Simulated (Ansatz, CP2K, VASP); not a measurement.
## NiMoIrPdW: 4 runs at one level of theory

```
Ni Mo Pd Ir W
1.0
     4.14670    0.00000    0.00000
    -2.07335    3.59115    0.00000
     0.00000    0.00000    5.41629
Ni Mo Pd Ir W
1 1 1 1 1
Direct
  0.00000 0.00000 0.02221
  0.66667 0.33333 0.45996
  0.33333 0.66667 0.74601
  0.33333 0.66667 0.25641
  0.66667 0.33333 0.99985
```

The cell comes from a database or a generator and needn't be the stable form of this composition.

Alike in all runs: task single point; functional PBE; k mesh 7 × 7 × 5; occupations fermi-dirac, width 0.05 eV; collinear spin, ferromagnetic start; no spin-orbit coupling. Pressure is positive in compression and, in plane waves, holds the error of the finite cutoff, which Ansatz's Pulay term estimates and takes out.

| program and potentials | plane-wave cutoff (eV) | notes | pressure (GPa) | net moment per atom (μB) | largest force (eV/Å) |
| --- | --- | --- | --- | --- | --- |
| Ansatz, Ansatz PAW | 420 | 16.2 valence electrons an atom on average | ? | ? | ? |
| Ansatz, all-electron LAPW, scalar-relativistic | - | - | -0.02 | 0.00 | 0.161 |
| VASP, PBE PAW files Ir, Mo_sv, Ni, Pd, W_sv, 520 eV | 520 | 11.4 valence electrons an atom on average | 0.20 | 0.00 | 0.192 |
| CP2K, GTH_POTENTIALS Ni GTH-PBE-q18, Pd GTH-PBE-q18, Ir GTH-PBE-q17, W GTH-PBE-q14; POTENTIAL_UZH Mo GTH-PBE-q14; TZVP-MOLOPT-SR-GTH, TZVP-MOLOPT-PBE-GTH basis | - | atomic basis; 16.2 valence electrons an atom on average | -0.24 | 0.00 | 0.226 |

**Question.** Estimate from the other rows what the run with Ansatz, Ansatz PAW gave.

**Answer.** Pressure -0.03 GPa; net moment per atom 0.00 μB; largest force 0.158 eV/Å. Its pressure holds a Pulay term of +0.06 GPa. The other rows, which needn't bracket it: pressure -0.24 to 0.20; net moment per atom 0.00; largest force 0.161 to 0.226.
